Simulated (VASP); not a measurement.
Calculation: PBE GGA with D3 dispersion (Becke-Johnson damping), VASP's PBE PAW potentials (set 64) (plane waves; VASP).

The input files of a VASP run:

File KPOINTS:
```
Automatic mesh
0
G
7 7 7
```

**INCAR**
```
# general
SYSTEM = CaF2
PREC   = Accurate
ENCUT  = 520   # plane-wave cut-off (eV)
LREAL  = .FALSE.   # projection in real space or not
LASPH  = .TRUE.

# electronic loop
EDIFF  = 1E-7   # SCF stop (eV)
NELM   = 100   # most electronic steps
ALGO   = Normal   # blocked Davidson

# smearing
ISMEAR = 0   # Gaussian
SIGMA  = 0.05

# functional
GGA    = PE
IVDW   = 12   # D3, Becke-Johnson

# ions
ISIF   = 2   # forces and stress, cell fixed

# output
LWAVE  = .FALSE.
LCHARG = .FALSE.
```

File POSCAR:
```
CaF2
3.7919640
  0.0000000000   0.7071067079   0.7071067079
  0.7071067079   0.0000000000   0.7071067079
  0.7071067079   0.7071067079   0.0000000000
Ca F
1 2
Cartesian
  0.0000000000   0.0000000000   0.0000000000
  0.3535533540   0.3535533540   0.3535533540
  1.0606600619   1.0606600619   1.0606600619
```

POTCAR, in this order: Ca_sv F (PBE.64 set). Program: vasp_std.

Estimate the energy per atom (σ→0), dispersion energy, pressure.

energy per atom (σ→0): -5.917 eV/atom
dispersion energy: -0.497 eV
pressure: 5.92 GPa

**OSZICAR**
```
...
DAV:   9    -0.172534977656E+02   -0.38290E-02   -0.70837E-03   800   0.696E-01    0.129E-01
DAV:  10    -0.172543099844E+02   -0.81222E-03   -0.11878E-03   848   0.257E-01    0.433E-02
DAV:  11    -0.172543226177E+02   -0.12633E-04   -0.13161E-04   744   0.118E-01    0.131E-02
DAV:  12    -0.172543286916E+02   -0.60740E-05   -0.22103E-05   872   0.449E-02    0.261E-03
DAV:  13    -0.172543290895E+02   -0.39790E-06   -0.17076E-06   752   0.122E-02    0.201E-03
DAV:  14    -0.172543289535E+02    0.13608E-06   -0.27200E-07   856   0.445E-03    0.624E-04
DAV:  15    -0.172543289216E+02    0.31866E-07   -0.14634E-08   552   0.128E-03
   1 F= -.17750968E+02 E0= -.17750968E+02  d E =-.193908E-24
```

The compound is CaF2 in the fluorite structure. This cell is one point of a volume scan, at 0.94 of the reference volume.
